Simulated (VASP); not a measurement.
Data:

```
CELL_PARAMETERS angstrom
      2.50994     0.00000     0.00000
     -1.25497     2.17367     0.00000
      0.00000     0.00000    14.84998
ATOMIC_POSITIONS crystal
  B  0.66667 0.33333 0.52862
  B  0.33333 0.66667 0.47138
```

All values below come from PBE GGA, VASP's PBE PAW potentials (set 64) (plane waves; VASP). Numerical set-up: 400 eV cut-off, 8×8×1 Γ-centred mesh, Gaussian smearing of 0.27 eV, potentials B.

The cell holds a wide vacuum, so values per volume refer to the whole cell.

**Question.** Give the energies of bands 1 to 6 at the high-symmetry points, in eV from the Fermi level.

**Answer.** 
| band | Γ | M | K |
|---|---|---|---|
| 1 | -13.71 | -7.82 | -6.14 |
| 2 | -5.62 | -7.80 | -6.14 |
| 3 | 0.28 | 0.14 | -5.36 |
| 4 | 4.08 | 0.67 | 1.92 |
| 5 | 4.25 | 1.47 | 1.92 |
| 6 | 4.60 | 7.80 | 5.89 |

It has no gap at this level: it comes out as a metal or semimetal.

The cell is a sheet with vacuum, built from a generated structure.
